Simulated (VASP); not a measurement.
Data:

```xyz
1
Lattice="-1.4759 1.4759 1.4759 1.4759 -1.4759 1.4759 1.4759 1.4759 -1.4759" Properties=species:S:1:pos:R:3 pbc="T T T"
V      0.0000     0.0000     0.0000
```

Level of theory: PBEsol GGA, VASP's PBE PAW potentials (set 64) (plane waves; VASP 6.6.1). Settings: 480 eV cut-off, 16×16×16 Γ-centred mesh, first-order Methfessel-Paxton smearing of 0.10 eV, potentials V_sv.

Energy and stress use the plane-wave basis of the starting cell.

The ions, cell shape and volume at an external pressure of 15.0 GPa are relaxed. Give the cell that the relaxation ends in.

```xyz
1
Lattice="-1.4462 1.4462 1.4462 1.4462 -1.4462 1.4462 1.4462 1.4462 -1.4462" Properties=species:S:1:pos:R:3 pbc="T T T"
V      1.4462     1.4462     1.4462
```
Space group Im-3m (229), at a tolerance of 0.03 Å.

How do energy and volume change from the first to the last step?

The energy (σ→0) changes by +36.2 meV/atom and the volume by -5.9 %, in 4 ionic steps.

| step | E(σ→0) (eV) | max force (eV/Å) | pressure (GPa) | volume (Å³) |
|---|---|---|---|---|
| 1 | -9.6300 | 0.000 | 1.20 | 12.86 |
| 2 | -9.3720 | 0.000 | 47.06 | 10.91 |
| 3 | -9.5958 | 0.000 | 14.48 | 12.12 |
| 4 | -9.5938 | 0.000 | 14.94 | 12.10 |

The compound is V in the bcc structure. This run relaxes it under an external pressure of 15 GPa. Symmetry was kept, so distortions that lower it aren't found. The run is not spin-polarised, so no magnetic state was tried.
